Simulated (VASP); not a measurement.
Level of theory: RPBE GGA, VASP's PBE PAW potentials (set 64) (plane waves; VASP).

Input for VASP

INCAR:
```
EDIFF = 1E-7
ENCUT = 520   ! plane-wave cut-off (eV)
LREAL = .False.   ! projection in real space or not
SIGMA = 0.1   ! width (eV)
NELM = 100
ISIF = 2   ! forces and stress, cell fixed
LCHARG = .False.
ISMEAR = 1
GGA = RP   ! RPBE
PREC = Accurate
SYSTEM = Nb
LMAXMIX = 4
LWAVE = .False.
ALGO = Normal
LASPH = .True.   ! aspherical one-centre terms
```

POSCAR:
```
Nb
3.2956880
 -0.5000000303   0.5000000303   0.5000000303
  0.5000000303  -0.5000000303   0.5000000303
  0.5000000303   0.5000000303  -0.5000000303
Nb
1
direct
  0.0000000000   0.0000000000   0.0000000000
```

**KPOINTS**
```
Automatic mesh
0
Gamma
15 15 15
0 0 0
```

POTCAR, in this order: Nb_sv (PBE.64 set). Program: vasp_std.

### Question
Estimate the energy per atom (σ→0), pressure, band gap (on the k-mesh).

### Answer

- energy per atom (σ→0) = -9.689 eV/atom
- band gap (on the k-mesh) = none (metal, semimetal or under 0.01 eV)
- pressure = 5.10 GPa

### OSZICAR
```
...
DAV:   8    -0.968956281293E+01   -0.66916E-02   -0.13521E-02  2812   0.184E+00    0.519E-02
DAV:   9    -0.968963338493E+01   -0.70572E-04   -0.13140E-03  4208   0.381E-01    0.559E-02
DAV:  10    -0.968966218747E+01   -0.28803E-04   -0.38526E-05  2944   0.106E-01    0.201E-02
DAV:  11    -0.968965287447E+01    0.93130E-05   -0.72659E-06  2694   0.548E-02    0.364E-03
DAV:  12    -0.968965266595E+01    0.20852E-06   -0.21530E-07  2704   0.665E-03    0.187E-03
DAV:  13    -0.968965239824E+01    0.26771E-06   -0.45598E-08  1436   0.317E-03    0.428E-04
DAV:  14    -0.968965238675E+01    0.11488E-07   -0.13713E-08  1390   0.220E-03
   1 F= -.96896524E+01 E0= -.96894295E+01  d E =-.668767E-03
```

The compound is Nb in the bcc structure. This cell is one point of a volume scan, at 0.97 of the reference volume.
